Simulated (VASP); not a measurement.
Output of a VASP run:

OSZICAR:
```
       N       E                     dE             d eps       ncg     rms          rms(c)
DAV:   1     0.108696286805E+03    0.10870E+03   -0.96531E+03  8400   0.123E+03
DAV:   2    -0.198720601437E+02   -0.12857E+03   -0.12692E+03  9632   0.319E+02
DAV:   3    -0.234458094095E+02   -0.35737E+01   -0.34692E+01 11305   0.470E+01
DAV:   4    -0.234710817724E+02   -0.25272E-01   -0.25234E-01  9569   0.461E+00
DAV:   5    -0.234713974616E+02   -0.31569E-03   -0.31568E-03 11382   0.508E-01    0.242E+01
DAV:   6    -0.225710525433E+02    0.90034E+00   -0.58079E+00 10241   0.176E+01    0.768E+00
DAV:   7    -0.224996972972E+02    0.71355E-01   -0.35154E-01  9681   0.363E+00    0.437E+00
DAV:   8    -0.224814273703E+02    0.18270E-01   -0.54694E-02 11186   0.191E+00    0.332E-01
DAV:   9    -0.224812990988E+02    0.12827E-03   -0.18089E-03 10059   0.341E-01    0.195E-01
DAV:  10    -0.224813775679E+02   -0.78469E-04   -0.52570E-04 10843   0.217E-01    0.488E-02
DAV:  11    -0.224813728901E+02    0.46778E-05   -0.50978E-05 10409   0.595E-02    0.165E-02
DAV:  12    -0.224813730365E+02   -0.14634E-06   -0.21127E-06  7834   0.120E-02
   1 F= -.22481373E+02 E0= -.22481382E+02  d E =0.283616E-04
```

### OUTCAR
```
------------------------ aborting loop because EDIFF is reached ----------------------------------------
  FORCE on cell =-STRESS in cart. coord.  units (eV):
  Direction    XX          YY          ZZ          XY          YZ          ZX
  --------------------------------------------------------------------------------------
  Total        1.1886789      0.4185746     -1.1368557      0.0000000      0.0000000      0.0000000
  in kB       46.0720885     16.2235641    -44.0634708      0.0000000      0.0000000      0.0000000
  external PRESSURE =       6.0773939 kB  Pullay stress =       0.0000000 kB
  volume of cell :       41.34
      direct lattice vectors                 reciprocal lattice vectors
    -1.599566000  1.618303000  3.992227000     0.000000000  0.308965626  0.125243379
     1.599566000 -1.618303000  3.992227000     0.312584789  0.000000000  0.125243379
     1.599566000  1.618303000 -3.992227000     0.312584789  0.308965626  0.000000000
 POSITION                                       TOTAL-FORCE (eV/Angst)
 -----------------------------------------------------------------------------------
      0.00000      0.00000      5.30966         0.507484      0.000000      0.107707
      0.00000      0.00000      2.67479         0.507484     -0.000000     -0.107707
      0.09736      0.00000      0.00000        -1.014967     -0.000000      0.000000
 -----------------------------------------------------------------------------------
    total drift:                                0.000096     -0.000000      0.000000
  FREE ENERGIE OF THE ION-ELECTRON SYSTEM (eV)
  ---------------------------------------------------
  free  energy   TOTEN  =       -22.4813730365 eV

  energy  without entropy=      -22.4814013980  energy(sigma->0) =      -22.48138249

 total charge

# of ion       s       p       d       tot
------------------------------------------
    1        0.739   0.879   0.000   1.617
    2        0.739   0.879   0.000   1.617
    3        2.315   6.300   3.519  12.134
--------------------------------------------------
tot          3.792   8.057   3.519  15.368
```
(Selected blocks of OUTCAR.)

### POSCAR
```
WSi2
1
   -1.5995660000     1.6183030000     3.9922270000
    1.5995660000    -1.6183030000     3.9922270000
    1.5995660000     1.6183030000    -3.9922270000
Si W
2 1
Direct
  0.6650000000   0.6650000000   0.0000000000
  0.3350000000   0.3350000000   0.0000000000
 -0.0000000000   0.0304320000   0.0304320000
```

### Question
Reconstruct the remaining input files.

### Answer
Several could match; the one computed here: the input of the run itself, PBE GGA + U (Dudarev), plane waves, VASP's PBE PAW potentials (set 64).

**INCAR**
```
! general
SYSTEM    = WSi2
PREC      = Accurate
ENCUT     = 400
LREAL     = F   ! projection in real space or not
LASPH     = T

! electronic loop
EDIFF     = 1E-6   ! SCF stop (eV)
NELM      = 100
ALGO      = Normal   ! blocked Davidson
LMAXMIX   = 6

! smearing
ISMEAR    = 1
SIGMA     = 0.1   ! width (eV)

! functional
GGA       = PE   ! PBE

! DFT+U
LDAU      = T
LDAUTYPE  = 2
LDAUL     = -1 2
LDAUU     = 0 2.0
LDAUJ     = 0 0
LDAUPRINT = 1

! ions
ISIF      = 2   ! forces and stress, cell fixed

! output
LWAVE     = F
LCHARG    = F
LORBIT    = 10
```

File KPOINTS:
```
Automatic mesh
0
Gamma
12 12 12
0 0 0
```

POTCAR, in this order: Si W_sv (PBE.64 set). Program: vasp_std.

The compound is WSi2 in the MoSi2 type structure. The cell was not relaxed at this level. The run is one of a series of settings (LDAU = .TRUE., LDAUJ = 0 0, LDAUL = -1 2, LDAUTYPE = 2, LDAUU = 0 2.0 against the base run), some of them coarse on purpose.
